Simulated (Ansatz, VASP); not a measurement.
# Two plane-wave programs on HfSb2

```
Hf Sb
1.0
     5.18608    0.00000    0.00000
    -2.59304    4.49128    0.00000
     0.00000    0.00000   24.70757
Hf Sb
1 2
Direct
  0.00000 0.00000 0.29400
  0.33333 0.66667 0.31292
  0.66667 0.33333 0.31292
```

Alike in both runs: functional PBE; k mesh 6 × 6 × 1; occupations gaussian, width 0.1 eV; no spin polarisation.

Ansatz relaxed the structure, and its values are those at the end. VASP's run is a single point on that final structure, the one shown.

|  | VASP | Ansatz |
| --- | --- | --- |
| version | VASP 6.6.1 | Ansatz 0.2.0 |
| potentials or method | VASP PAW PBE potentials, release 64 (Hf_pv, Sb) | scalar-relativistic, plane waves, PAW |
| plane-wave cutoff (eV) | 520 | 420 |
| valence electrons in the cell | 20 | 56 |

|  | VASP | Ansatz | Ansatz less VASP |
| --- | --- | --- | --- |
| gap on the k mesh at the Fermi level (eV) | 0.15 | 0.18 | +0.022 |
| least direct gap on the mesh (eV) | 0.15 | 0.18 | +0.022 |
| rms of the force components (eV/Å) | 0.001 | 0.005 | +0.0035 |

With one functional, cell and mesh, what is left measures potentials, basis and numerics. The two sets of potentials don't hold the same shells in valence.

Caveats: spin-orbit coupling is left out, which moves the levels of the heavy elements.
